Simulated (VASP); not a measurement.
Input:

```
CELL_PARAMETERS angstrom
      0.00000     2.88305     2.88305
      2.88305     0.00000     2.88305
      2.88305     2.88305     0.00000
ATOMIC_POSITIONS crystal
  Ag 0.00000 0.00000 0.00000
  Cl 0.50000 0.50000 0.50000
```

Level of theory: vdW-DF2, VASP's PBE PAW potentials (set 64) (plane waves; VASP). Numerical set-up: 520 eV cut-off, 9×9×9 Γ-centred mesh, tetrahedra with Blöchl corrections, potentials Ag Cl.

**Question.** Estimate the energy per atom (σ→0).

**Answer.** 
The energy per atom (σ→0) comes out as -0.394 eV/atom.

The absolute energy has meaning only against runs of the same code, potentials and settings.

The compound is AgCl in the rock salt structure. It was relaxed first, which changed the volume by +12 %.
